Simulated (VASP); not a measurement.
# RePd with RPBE: from relaxation to properties, part 3 of 4

What structure does RePd take at this level, and what are its properties? The cell is invented: it takes the structure of a Materials Project entry for ReOs (space group 187 there), with some of its atoms replaced by other elements, volume scaled by an estimate. It may not be a known or stable phase. The atoms of the start are displaced at random from the sites of a P-6m2 cell.

VASP 6.6.1, plane waves and PAW; the level of theory is named at each step.

Still holding for the runs below: This run has no spin polarisation. Its electron count is odd, so without a moment it is a metal by construction.

So far. Step 3 (Second relaxation): It ends with forces that vanish by symmetry and a pressure of -0.09 GPa. The volume moved by only 0.11 %, so the volume is settled. Step 4 (Single point with fields (RPBE)): In this run the pressure is -0.11 GPa, small enough to go on; single stress components reach 0.12 GPa. The relaxed cell has a = 2.754, c = 4.579 Å (conventional setting).

## 5. Band structure (RPBE)

Level of this step: RPBE; plane waves and PAW (Re, Pd); invented cell (VASP).

Levels along the symmetry lines show where the bands peak and cross; KPOINTS_OPT computes them in the converged potential.

INCAR

```
SYSTEM = RePd
PREC = Accurate
ENCUT = 400
EDIFF = 1E-06
NELM = 100
ISMEAR = 1
SIGMA = 0.2
LREAL = .FALSE.
ALGO = Normal
GGA = RP
LORBIT = 11
LWAVE = .FALSE.
LCHARG = .FALSE.
```

POSCAR

```
RePd
1.0
    2.7537323737      0.0000000000      0.0000000000
   -1.3768661919      2.3848021963      0.0000000000
    0.0000000000      0.0000000000      4.5790916973
Re Pd
1 1
Direct
    0.0000000000      0.0000000000      0.0000000000
    0.3333333330      0.6666666670      0.5000000000
```

KPOINTS

```
Automatic mesh
0
Gamma
8 8 4
0 0 0
```

KPOINTS_OPT

```
Line mode
16
Line-mode
Reciprocal
  0.00000000   0.00000000   0.00000000 GAMMA
  0.50000000   0.00000000   0.00000000 M

  0.50000000   0.00000000   0.00000000 M
  0.33333333   0.33333333   0.00000000 K

  0.33333333   0.33333333   0.00000000 K
  0.00000000   0.00000000   0.00000000 GAMMA

  0.00000000   0.00000000   0.00000000 GAMMA
  0.00000000   0.00000000   0.50000000 A

  0.00000000   0.00000000   0.50000000 A
  0.50000000   0.00000000   0.50000000 L

  0.50000000   0.00000000   0.50000000 L
  0.33333333   0.33333333   0.50000000 H

  0.33333333   0.33333333   0.50000000 H
  0.00000000   0.00000000   0.50000000 A

  0.50000000   0.00000000   0.50000000 L
  0.50000000   0.00000000   0.00000000 M

  0.33333333   0.33333333   0.00000000 K
  0.33333333   0.33333333   0.50000000 H
```

Potentials, in the order of the species: Re and Pd (PBE family, release 64).

Run with:

```sh
$ mpirun -np 1 vasp_std
```

The program printed:

```text
[... set-up lines as in an earlier step ...]
 entering main loop
       N       E                     dE             d eps       ncg     rms          rms(c)
[... 14 cycles as in an earlier step ...]
   1 F= -.16177334E+02 E0= -.16177944E+02  d E =0.182987E-02
 Start KPOINTS_OPT (optional k-point list driver)
k-point batch [1-30\144]
       N       E                     dE             ncg
DAV:   1     0.464060120413E+04   -0.99710E+04     1224
DAV:   2     0.286804780793E+04   -0.17726E+04     1104
DAV:   3     0.283371521857E+04   -0.34333E+02     1232
DAV:   4     0.283339921884E+04   -0.31600E+00      920
DAV:   5     0.283338529402E+04   -0.13925E-01     1104
DAV:   6     0.283338511676E+04   -0.17725E-03     1040
DAV:   7     0.283338510499E+04   -0.11770E-04      720
DAV:   8     0.283338510469E+04   -0.30701E-06      504
[...]
k-point batch [121-144\144]
       N       E                     dE             ncg
DAV:   1     0.791725101250E+04   -0.13025E+05      968
DAV:   2     0.647956782616E+04   -0.14377E+04      900
DAV:   3     0.645377465228E+04   -0.25793E+02      952
DAV:   4     0.645357419854E+04   -0.20045E+00      704
DAV:   5     0.645356311474E+04   -0.11084E-01      928
DAV:   6     0.645356291695E+04   -0.19780E-03      792
DAV:   7     0.645356290805E+04   -0.88968E-05      608
DAV:   8     0.645356290781E+04   -0.24300E-06      424
```

Wall time 12 s (1 MPI rank of Intel Xeon 6975P-C (Granite Rapids), shared host); peak memory 0.14 GiB.

OUTCAR, selected parts (step 5):

```text
   NELECT =      17.0000    total number of electrons

 E-fermi :   9.1467

[... 20 parts as in an earlier step ...]

[... 2 further parts left out ...]
```

Spin-orbit coupling is off here; it can split and shift levels that hold much weight on Re and Pd by tenths of an eV or more.

The electronic bands at the labelled points (eV, zero at the Fermi level; # counts the bands kept in this run):

```csv
point,#5,#6,#7,#8,#9,#10
Γ,-3.15,-2.21,-2.21,-1.31,-1.31,-0.05
0.53 of the way,-2.80,-2.78,-1.96,-1.96,-0.91,1.05
M,-2.72,-2.63,-1.67,-0.65,1.69,2.62
0.53 of the way,-3.15,-2.47,-2.06,0.17,0.95,1.03
K,-3.79,-2.46,-1.41,-0.14,0.49,0.70
0.47 of the way,-3.26,-2.55,-1.87,-1.40,-1.20,1.39
Γ,-3.15,-2.21,-2.21,-1.31,-1.31,-0.05
0.53 of the way,-3.34,-2.43,-2.43,-1.69,-0.92,-0.92
A,-3.38,-2.70,-2.59,-2.59,-0.61,-0.61
0.53 of the way,-3.09,-2.42,-2.11,-2.00,0.51,1.05
L,-2.53,-0.90,-0.69,0.35,0.53,2.21
0.53 of the way,-3.12,-2.50,-1.12,-0.19,0.19,1.78
H,-3.50,-2.33,-1.56,-1.26,0.00,1.70
0.47 of the way,-3.60,-3.04,-2.27,-1.48,0.67,0.80
A,-3.38,-2.70,-2.59,-2.59,-0.61,-0.61
jump to L,-2.53,-0.90,-0.69,0.35,0.53,2.21
0.53 of the way,-2.96,-1.99,-0.66,-0.10,1.10,2.02
M,-2.72,-2.63,-1.67,-0.65,1.69,2.62
jump to K,-3.79,-2.46,-1.41,-0.14,0.49,0.70
0.47 of the way,-3.63,-2.40,-1.49,-0.32,-0.06,1.13
H,-3.50,-2.33,-1.56,-1.26,0.00,1.70
```

Of the projections kept (Re, Pd), the largest for each band there, as a share of the weight inside these atoms' spheres; weight between the spheres isn't counted:

```csv
point,#5,#6,#7,#8,#9,#10
Γ,Pd 0.51,Pd 0.94,Pd 0.94,Re 0.98,Re 0.98,Pd 0.53
M,Pd 0.73,Re 0.56,Re 0.61,Pd 1.00,Re 0.78,Pd 0.59
K,Pd 0.95,Re 0.87,Re 0.69,Pd 0.52,Re 0.57,Re 0.59
Γ,Pd 0.51,Pd 0.94,Pd 0.94,Re 0.98,Re 0.98,Pd 0.53
A,Pd 0.96,Re 0.84,Pd 0.68,Pd 0.68,Re 0.65,Re 0.65
L,Pd 0.99,Pd 0.75,Pd 0.96,Re 0.92,Re 0.78,Pd 0.78
```

There is no gap at this level.

## 6. Total and projected DOS (RPBE)

Here the states are counted by energy and projected on the atoms. The mesh is finer than in the run before.

INCAR: that of step 5 with these lines changed.

```diff
@@ -5,3 +5,3 @@
 NELM = 100
-ISMEAR = 1
+ISMEAR = -5
 SIGMA = 0.2
@@ -13 +13,2 @@
 LCHARG = .FALSE.
+NEDOS = 2001
```

POSCAR is that of step 5.

KPOINTS

```
Automatic mesh
0
Gamma
12 12 6
0 0 0
```

Run with:

```sh
$ mpirun -np 1 vasp_std
```

The program printed:

```text
[... set-up lines as in an earlier step ...]
 entering main loop
       N       E                     dE             d eps       ncg     rms          rms(c)
DAV:   1     0.498318693704E+02    0.49832E+02   -0.73848E+03  3076   0.132E+03
DAV:   2    -0.159944287229E+02   -0.65826E+02   -0.59623E+02  2800   0.287E+02
DAV:   3    -0.172607863054E+02   -0.12664E+01   -0.12430E+01  2948   0.509E+01
DAV:   4    -0.172690189756E+02   -0.82327E-02   -0.81580E-02  2320   0.277E+00
DAV:   5    -0.172694394857E+02   -0.42051E-03   -0.41278E-03  2856   0.592E-01    0.246E+01
DAV:   6    -0.163458215612E+02    0.92362E+00   -0.13998E+00  2980   0.291E+01    0.883E+00
DAV:   7    -0.161634293069E+02    0.18239E+00   -0.41233E-01  3008   0.163E+01    0.158E+00
DAV:   8    -0.161523731496E+02    0.11056E-01   -0.13299E-02  2780   0.240E+00    0.371E-01
DAV:   9    -0.161520496757E+02    0.32347E-03   -0.60981E-03  3012   0.271E+00    0.272E-01
DAV:  10    -0.161514796102E+02    0.57007E-03   -0.10012E-03  2972   0.107E+00    0.748E-02
DAV:  11    -0.161515547332E+02   -0.75123E-04   -0.12262E-04  2856   0.114E-01    0.154E-02
DAV:  12    -0.161515455612E+02    0.91720E-05   -0.80234E-06  2352   0.627E-02    0.104E-02
DAV:  13    -0.161515468420E+02   -0.12808E-05   -0.93297E-07  1028   0.155E-02    0.222E-03
DAV:  14    -0.161515469759E+02   -0.13387E-06   -0.23083E-07   972   0.239E-02
   1 F= -.16151547E+02 E0= -.16151547E+02  d E =0.000000E+00
 -----------------------------------------------------------------------------
|                                                                             |
|           W    W    AA    RRRRR   N    N  II  N    N   GGGG   !!!           |
|           W    W   A  A   R    R  NN   N  II  NN   N  G    G  !!!           |
|           W    W  A    A  R    R  N N  N  II  N N  N  G       !!!           |
|           W WW W  AAAAAA  RRRRR   N  N N  II  N  N N  G  GGG   !            |
|           WW  WW  A    A  R   R   N   NN  II  N   NN  G    G                |
|           W    W  A    A  R    R  N    N  II  N    N   GGGG   !!!           |
|                                                                             |
|     Tetrahedron method does not include variations of the Fermi             |
|     occupations, so forces and stress will be inaccurate. We suggest        |
|     using a different smearing scheme ISMEAR = 1 or 2 for metals in         |
|     relaxations.                                                            |
|                                                                             |
 -----------------------------------------------------------------------------
```

It took 9.4 s on 1 MPI rank; peak memory 0.14 GiB.

Parts of OUTCAR (step 6):

```text
   k-points           NKPTS =     76   k-points in BZ     NKDIM =     76   number of bands    NBANDS=     12

   NELECT =      17.0000    total number of electrons

 E-fermi :   9.2119

 k-point     1 :       0.0000    0.0000    0.0000
  band No.  band energies     occupation
    ...
      6       6.9420      2.00000
      7       6.9420      2.00000
      8       7.8291      2.00000
      9       7.8291      2.00000
     10       9.0910      2.00000
     11      10.9568      0.00000
     12      10.9568      0.00000

  Total        0.1418600      0.1418600     -0.1556162     -0.0000000     -0.0000000      0.0000000
  in kB        7.5581783      7.5581784     -8.2910974     -0.0000000     -0.0000000      0.0000000
  external PRESSURE =       2.2750864 kB  Pullay stress =       0.0000000 kB

  FREE ENERGIE OF THE ION-ELECTRON SYSTEM (eV)
  ---------------------------------------------------
  free  energy   TOTEN  =       -16.1515469759 eV

  energy  without entropy=      -16.1515469759  energy(sigma->0) =      -16.15154698

[... 7 parts as in an earlier step ...]

[... 10 further parts left out ...]
```

With tetrahedra the forces and stress of a metal are not exact derivatives of the energy.

This step gave:

* irreducible k-points: 76
* free energy (TOTEN): -16.15 eV
* Fermi energy: 9.212 eV
* pressure: 0.2275 GPa
* DOS at the Fermi level, one point of the energy grid: 1.778 states/eV/cell

The density of states has structure finer than the step of the table below, so its rows give means over 0.5 eV, whole bins alone (the curve runs from -11.1 to 1.49 eV). Peaks (eV: height): total -4.81: 4.78, -3.43: 4.27, -2.75: 5.15, -2.52: 4.73; Pd d -4.81: 2.74, -3.43: 2.73, -2.75: 3.38, -2.48: 2.59; Re d -2.67: 1.24, -2.52: 1.70, -2.13: 1.54, 0.89: 1.74; Pd p -3.85: 0.169, -3.43: 0.186, -2.52: 0.303, -2.13: 0.204; Pd s -5.22: 0.313, -4.81: 0.133, -3.40: 0.0686, -2.67: 0.0677.

States under -11.1 eV and over 1.5 eV are left out. Density of states against energy, zero at the Fermi level; means over each step; values in states/eV/cell:

```csv
energy (eV),total,Pd d,Re d,Pd p,Pd s,Re s
-9.5,0,0,0,0,0,0
-9.0,0.0174,2.3e-4,2.0e-4,1.6e-4,0.00447,0.00826
-8.5,0.0958,0.00147,0.00146,0.00206,0.0228,0.0444
-8.0,0.167,0.00365,0.00446,0.00648,0.0340,0.0763
-7.5,0.238,0.00857,0.00907,0.0123,0.0413,0.105
-7.0,0.297,0.0223,0.0157,0.0170,0.0477,0.116
-6.5,0.620,0.130,0.0896,0.0270,0.0681,0.167
-6.0,1.85,0.659,0.417,0.0451,0.163,0.250
-5.5,2.83,1.39,0.643,0.0642,0.233,0.102
-5.0,3.01,1.55,0.703,0.0980,0.172,0.0637
-4.5,2.44,1.46,0.495,0.0912,0.0635,0.0240
-4.0,3.41,1.84,0.919,0.134,0.0392,0.0451
-3.5,3.10,2.02,0.557,0.114,0.0442,0.0303
-3.0,2.82,1.94,0.539,0.0536,0.0288,0.0215
-2.5,3.58,2.07,0.962,0.165,0.0406,0.0174
-2.0,2.83,1.02,1.21,0.163,0.0161,0.0440
-1.5,1.88,0.779,0.705,0.0932,0.0104,0.0258
-1.0,2.17,0.975,0.804,0.0965,0.0101,0.0233
-0.5,1.77,0.672,0.793,0.0656,0.00821,0.0243
0.0,1.85,0.635,0.921,0.0522,0.0188,0.0218
0.5,1.61,0.422,0.978,0.0310,0.0161,0.0163
1.0,2.33,0.563,1.47,0.0467,0.0256,0.0287
```

The finer mesh and the other smearing move the Fermi level by +0.07 eV from the 8×8×4 run, one measure of the sampling error in the zero of the bands above. Of the states within 0.3 eV of the Fermi level, the largest shares in the PAW spheres are Re d 50 % and Pd d 34 %. The rest lies in smaller channels or between the spheres.

## 7. Bands along the symmetry lines (RPBE + SOC)

This step: RPBE, spin-orbit coupling; plane waves and PAW (Re, Pd); invented cell (VASP 6.6.1).

The mesh alone shows little of the dispersion and can miss band extrema, so KPOINTS_OPT adds a path through the symmetry points after the self-consistent cycle. Spin-orbit coupling needs spinors and the noncollinear program, where each band holds one electron.

INCAR

```
SYSTEM = RePd
PREC = Accurate
ENCUT = 400
EDIFF = 1E-06
NELM = 100
ISMEAR = 1
SIGMA = 0.2
LREAL = .FALSE.
ALGO = Normal
GGA = RP
LNONCOLLINEAR = .TRUE.
MAGMOM = 0 0 0 0 0 0
NBANDS = 28
GGA_COMPAT = .FALSE.
LASPH = .TRUE.
LSORBIT = .TRUE.
LMAXMIX = 4
LORBIT = 11
LWAVE = .FALSE.
LCHARG = .FALSE.
```

POSCAR is that of step 6.

KPOINTS

```
Automatic mesh
0
Gamma
7 7 4
0 0 0
```

KPOINTS_OPT is that of step 5.

Run with:

```sh
$ mpirun -np 1 vasp_ncl
```

The program printed:

```text
[... set-up lines as in an earlier step ...]
 entering main loop
       N       E                     dE             d eps       ncg     rms          rms(c)
DAV:   1     0.623748917411E+02    0.62375E+02   -0.72876E+03  4024   0.121E+03
DAV:   2    -0.155141020790E+02   -0.77889E+02   -0.70590E+02  3240   0.350E+02
DAV:   3    -0.175554976409E+02   -0.20414E+01   -0.20035E+01  3344   0.580E+01
DAV:   4    -0.175922820128E+02   -0.36784E-01   -0.36737E-01  3400   0.554E+00
DAV:   5    -0.175935419866E+02   -0.12600E-02   -0.12596E-02  3140   0.156E+00    0.269E+01
DAV:   6    -0.167027089505E+02    0.89083E+00   -0.11448E+00  3472   0.211E+01    0.118E+01
DAV:   7    -0.165741192851E+02    0.12859E+00   -0.33538E-01  3996   0.220E+01    0.547E+00
DAV:   8    -0.165415467609E+02    0.32573E-01   -0.28749E-01  3748   0.151E+01    0.256E+00
DAV:   9    -0.165065108107E+02    0.35036E-01   -0.38162E-02  3740   0.684E+00    0.964E-01
DAV:  10    -0.165038974655E+02    0.26133E-02   -0.10630E-02  2880   0.104E+00    0.170E-01
DAV:  11    -0.165036088593E+02    0.28861E-03   -0.93999E-04  3616   0.707E-01    0.691E-02
DAV:  12    -0.165036138007E+02   -0.49414E-05   -0.86061E-05  3184   0.883E-02    0.458E-02
DAV:  13    -0.165036058521E+02    0.79486E-05   -0.96492E-06  2692   0.852E-02    0.166E-02
DAV:  14    -0.165036056229E+02    0.22915E-06   -0.12247E-05  2852   0.512E-02    0.659E-03
DAV:  15    -0.165036045106E+02    0.11124E-05   -0.39526E-07  1264   0.993E-03    0.474E-03
DAV:  16    -0.165036043935E+02    0.11706E-06   -0.14971E-07  1232   0.201E-02
   1 F= -.16503604E+02 E0= -.16501686E+02  d E =-.575389E-02  mag=     0.0000    -0.0000    -0.0000
 Start KPOINTS_OPT (optional k-point list driver)
k-point batch [1-36\144]
       N       E                     dE             ncg
DAV:   1     0.633059938946E+04   -0.11941E+05     4032
DAV:   2     0.366305730202E+04   -0.26675E+04     3268
DAV:   3     0.359291836113E+04   -0.70139E+02     3400
DAV:   4     0.359157381846E+04   -0.13445E+01     3620
DAV:   5     0.359154059667E+04   -0.33222E-01     2904
DAV:   6     0.359153683852E+04   -0.37582E-02     3656
DAV:   7     0.359153658095E+04   -0.25757E-03     2744
DAV:   8     0.359153656079E+04   -0.20156E-04     2304
DAV:   9     0.359153655750E+04   -0.32903E-05     1708
DAV:  10     0.359153655716E+04   -0.33968E-06     1460
[...]
k-point batch [109-144\144]
       N       E                     dE             ncg
DAV:   1     0.631265256757E+04   -0.16462E+05     4032
DAV:   2     0.373207878432E+04   -0.25806E+04     3276
DAV:   3     0.366269757600E+04   -0.69381E+02     3428
DAV:   4     0.366134882834E+04   -0.13487E+01     3540
DAV:   5     0.366131423130E+04   -0.34597E-01     3016
DAV:   6     0.366131020866E+04   -0.40226E-02     3520
DAV:   7     0.366130989917E+04   -0.30949E-03     2912
DAV:   8     0.366130988094E+04   -0.18228E-04     2272
DAV:   9     0.366130987868E+04   -0.22567E-05     1680
DAV:  10     0.366130987844E+04   -0.24190E-06     1516
```

The job ended after 82 s (1 MPI rank; peak memory 0.21 GiB).

From OUTCAR (step 7):

```text
   k-points           NKPTS =     36   k-points in BZ     NKDIM =     36   number of bands    NBANDS=     28

   NELECT =      17.0000    total number of electrons

 E-fermi :   9.1313

 k-point     1 :       0.0000    0.0000    0.0000
  band No.  band energies     occupation
    ...
     16       7.5207      1.00000
     17       8.2574      1.00000
     18       8.2574      1.00000
     19       9.0398      0.84580
     20       9.0398      0.84580
     21      10.7798     -0.00000
     22      10.7798     -0.00000
     23      11.2773     -0.00000
     24      11.2773     -0.00000
     25      16.8510      0.00000
    ...

  Total        0.1279683      0.1279683      0.2109454     -0.0000000      0.0000000      0.0000000
  in kB        6.8180390      6.8180390     11.2389899     -0.0000000      0.0000000      0.0000000
  external PRESSURE =       8.2916893 kB  Pullay stress =       0.0000000 kB

 POSITION                                       TOTAL-FORCE (eV/Angst)
 -----------------------------------------------------------------------------------
      0.00000      0.00000      0.00000        -0.000000     -0.000000      0.000000
     -0.00000      1.58987      2.28955         0.000000      0.000000      0.000000
 -----------------------------------------------------------------------------------
    total drift:                                0.000000     -0.000000      0.000000

  FREE ENERGIE OF THE ION-ELECTRON SYSTEM (eV)
  ---------------------------------------------------
  free  energy   TOTEN  =       -16.5036043935 eV

  energy  without entropy=      -16.4978504993  energy(sigma->0) =      -16.50168643

 Spin-Orbit-Coupling matrix elements
 Ion:    1  E_soc:     -0.6627478
 Ion:    2  E_soc:     -0.0636138

 magnetization (x)
# of ion       s       p       d       tot
------------------------------------------
    1        0.000   0.000   0.000   0.000
    2        0.000   0.000   0.000   0.000
--------------------------------------------------
tot          0.000   0.000   0.000   0.000

 magnetization (y)
# of ion       s       p       d       tot
------------------------------------------
    1       -0.000   0.000   0.000   0.000
    2        0.000   0.000   0.000   0.000
--------------------------------------------------
tot          0.000   0.000   0.000   0.000

 magnetization (z)
# of ion       s       p       d       tot
------------------------------------------
    1        0.000  -0.000   0.000   0.000
    2        0.000   0.000  -0.000   0.000
--------------------------------------------------
tot          0.000   0.000   0.000   0.000

[... 6 parts as in an earlier step ...]

[... 10 further parts left out ...]
```

LASPH is on here and off in scalar runs of this session, so a comparison with those holds both changes.

Numbers from this step:

```yaml
scf_cycles: 16
bands: 28
irreducible_k_points: 36
free_energy_toten: -16.50 eV
energy_at_zero_smearing: -16.50 eV
fermi_energy: 9.131 eV
pressure: 0.8292 GPa
```

On-site spin-orbit energy by atom:

```csv
atom,on-site spin-orbit energy (eV)
Re1,-0.663
Pd2,-0.064
```

Electronic bands along the path, in eV, zero at the Fermi level; # counts the bands kept in this run:

```csv
point,#13,#14,#15,#16,#17,#18,#19,#20
Γ,-2.10,-2.10,-1.61,-1.61,-0.87,-0.87,-0.09,-0.09
0.53 of the way,-2.02,-2.02,-1.88,-1.88,-0.86,-0.86,1.12,1.12
M,-1.66,-1.66,-0.63,-0.63,1.72,1.72,2.62,2.62
0.53 of the way,-2.03,-1.97,0.13,0.20,0.87,1.02,1.09,1.19
K,-1.40,-1.30,-0.20,0.00,0.33,0.61,0.77,0.82
0.47 of the way,-2.03,-1.75,-1.37,-1.33,-1.15,-1.14,1.40,1.49
Γ,-2.10,-2.10,-1.61,-1.61,-0.87,-0.87,-0.09,-0.09
0.53 of the way,-2.39,-2.36,-1.72,-1.72,-1.20,-1.01,-0.58,-0.58
A,-2.63,-2.63,-2.52,-2.52,-0.77,-0.77,-0.30,-0.30
0.53 of the way,-2.10,-2.10,-1.95,-1.95,0.44,0.44,1.07,1.07
L,-0.64,-0.64,0.22,0.22,0.68,0.68,2.14,2.14
0.53 of the way,-1.25,-0.94,-0.26,-0.11,0.15,0.33,1.81,1.83
H,-1.73,-1.35,-1.30,-1.09,-0.05,0.13,1.72,1.78
0.47 of the way,-2.36,-2.12,-1.50,-1.39,0.54,0.55,0.96,1.03
A,-2.63,-2.63,-2.52,-2.52,-0.77,-0.77,-0.30,-0.30
jump to L,-0.64,-0.64,0.22,0.22,0.68,0.68,2.14,2.14
0.53 of the way,-0.66,-0.63,-0.26,0.04,1.10,1.15,1.93,2.13
M,-1.66,-1.66,-0.63,-0.63,1.72,1.72,2.62,2.62
jump to K,-1.40,-1.30,-0.20,0.00,0.33,0.61,0.77,0.82
0.47 of the way,-1.51,-1.38,-0.33,-0.25,-0.01,0.00,1.15,1.20
H,-1.73,-1.35,-1.30,-1.09,-0.05,0.13,1.72,1.78
```

Of the projections kept (Re, Pd), the largest for each band there, as a share of the weight inside these atoms' spheres; weight between the spheres isn't counted:

```csv
point,#13,#14,#15,#16,#17,#18,#19,#20
Γ,Pd 0.87,Pd 0.87,Re 0.89,Re 0.89,Re 0.98,Re 0.98,Pd 0.53,Pd 0.53
M,Re 0.60,Re 0.60,Pd 1.00,Pd 1.00,Re 0.77,Re 0.77,Pd 0.59,Pd 0.59
K,Re 0.69,Re 0.70,Pd 0.52,Pd 0.53,Re 0.54,Re 0.60,Re 0.61,Re 0.58
Γ,Pd 0.87,Pd 0.87,Re 0.89,Re 0.89,Re 0.98,Re 0.98,Pd 0.53,Pd 0.53
A,Pd 0.57,Pd 0.57,Pd 0.76,Pd 0.76,Re 0.53,Re 0.53,Re 0.76,Re 0.76
L,Pd 0.94,Pd 0.94,Re 0.86,Re 0.86,Re 0.84,Re 0.84,Pd 0.72,Pd 0.72
```

At these settings, which differ from those of the relaxation, the cell is under a pressure of 0.8 GPa. Spin-orbit coupling and whatever else the input changes with it, such as the mesh, can each hold a part of this; the runs don't part them.

(Continued in part 4 of 4.)

[Lines on the potential files, build, host, timing and source positions are cut from VASP's logs without a mark.]

[Logs are printed without paths, hosts, clocks, repeated set-up lines and the standing remarks that a program may print on its own settings, such as how far it seeks lower states.]

[Hosts, paths, dates, database ids (printed as entryN), source tags and the programs' standing remarks are cut or masked in the printed files.]

[A measured line is paired with the nearest computed mode of its activity, which favours agreement.]

[In band tables of VASP the shares of atoms and orbitals are scaled to a sum of 1 inside the atoms' spheres.]
